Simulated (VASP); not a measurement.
Input of a VASP 6.6.1 run:

The input INCAR:

```
SYSTEM = Sn5Se4S6
PREC     = Accurate       ! precision mode
ENCUT    = 600            ! plane-wave cutoff, eV
EDIFF    = 1E-6           ! SCF threshold, eV
ISMEAR   = 0              ! smearing method
SIGMA    = 0.03           ! smearing width, eV
LREAL    = .False.        ! projectors in reciprocal space
LASPH    = .True.         ! aspherical terms in the spheres
NELM     = 80             ! most SCF steps
ALGO     = Normal         ! electronic algorithm
ISIF     = 3              ! what is computed and relaxed
LWAVE    = .False.        ! write WAVECAR
LCHARG   = .False.        ! write CHGCAR
GGA      = PE             ! functional
IVDW     = 12             ! dispersion correction
IBRION   = 2              ! ionic algorithm
NSW      = 90             ! ionic steps
EDIFFG   = -0.01          ! ionic threshold
KPAR     = 8
```

File KPOINTS:

```
regular mesh
0
Gamma
  6 6 4
  0 0 0
```

File POSCAR:

```
Sn5Se4S6
1.0
    0.0000000000      0.0000000000     -5.9776941200
    0.0000000000     -6.4207574700      0.0000000000
   -9.2675651400      3.2103787400      0.0000000000
Sn Se S
5 4 6
Direct
    0.0000000000      0.8000000000      0.6000000000
    0.0000000000      0.4000000000      0.8000000000
    0.0000000000      0.6000000000      0.2000000000
    0.0000000000      0.2000000000      0.4000000000
    0.0000000000      0.0000000000      0.0000000000
    0.7500000000      0.4666666700      0.6000000000
    0.7500000000      0.0666666700      0.8000000000
    0.7500000000      0.2666666700      0.2000000000
    0.2500000000      0.5333333300      0.4000000000
    0.7500000000      0.8666666700      0.4000000000
    0.7500000000      0.6666666700      0.0000000000
    0.2500000000      0.1333333300      0.6000000000
    0.2500000000      0.3333333300      0.0000000000
    0.2500000000      0.9333333300      0.2000000000
    0.2500000000      0.7333333300      0.8000000000
```

Potentials or basis: VASP PAW PBE potentials, release 64 (Sn_d, Se, S).

Command:

```sh
$ cat potpaw_PBE.64/Sn_d/POTCAR potpaw_PBE.64/Se/POTCAR potpaw_PBE.64/S/POTCAR > POTCAR
$ mpirun -np 8 vasp_std > vasp.out
```

Task: Predict the band gap on the k mesh.

Result: 0.89 eV, indirect (least direct gap 1.20 eV).

Task: What does it give for the space group after relaxing (to 0.05 Å)?

Result: P1 (No. 1).

Task: What does it give for the dispersion energy per atom?

Result: -0.342 eV.

Task: What does it give for the relaxed cell?

Result: a = 5.910 Å, b = 6.469 Å, c = 9.885 Å, α = 109.10°, β = 89.96°, γ = 90.13°.

Forces on the atoms (eV/Å):
```
Sn   0.002  0.000  0.003
Sn   0.000  0.001  0.005
Sn   0.000  0.000  0.002
Sn   0.000  0.000 -0.004
Sn   0.001 -0.001  0.003
Se  -0.001  0.004  0.000
Se   0.001  0.006  0.005
Se  -0.004  0.000 -0.003
Se  -0.001 -0.005 -0.005
S    0.004 -0.003 -0.008
S   -0.003  0.001  0.002
S    0.001  0.001  0.004
S    0.003  0.001  0.000
S   -0.002 -0.005 -0.007
S    0.000  0.000  0.003
```

Caveat: spin-orbit coupling is left out, which moves the levels of the heavy elements. A k mesh can miss the band edges.
